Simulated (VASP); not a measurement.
A run of VASP 6.6.1:

Contents of INCAR:

```
SYSTEM = Na2Pd
  PREC = Accurate
  ENCUT = 600
  EDIFF = 1E-7
  ISMEAR = 0
  SIGMA = 0.1
  LREAL = .False.
  LASPH = .True.
  NELM = 100
  ALGO = Normal
  ISIF = 3
  LWAVE = .False.
  LCHARG = .False.
  GGA = PE
  IBRION = 2
  NSW = 90
  EDIFFG = -0.04
```

The input KPOINTS:

```
regular mesh
0
Gamma
  6 6 2
  0 0 0
```

Contents of POSCAR:

```
Na2Pd
1.0
    3.5510090900      0.0000000000      0.0000000000
   -1.7755045500      3.0752640800      0.0000000000
    0.0000000000      0.0000000000      8.2761065800
Na Pd
2 1
Direct
    0.3333333300      0.6666666700      0.8131192000
    0.6666666700      0.3333333300      0.1868808000
    0.0000000000      0.0000000000      0.5000000000
```

Potentials or basis: VASP PAW PBE potentials, release 64 (Na_pv, Pd).

Run with:

```console
$ cat potpaw_PBE.64/Na_pv/POTCAR potpaw_PBE.64/Pd/POTCAR > POTCAR
$ mpirun -np 1 vasp_std > vasp.out
```

Hardware: 1 thread of Intel(R) Xeon(R) 6975P-C (Granite Rapids), on a shared host.

Problem. Estimate the wall time of this run.

Solution. Wall time 120 s on 1 thread of Intel(R) Xeon(R) 6975P-C (Granite Rapids), on a shared host, peak memory 0.24 GiB. Counts: scf iterations 114, k points 14, ion steps 12.
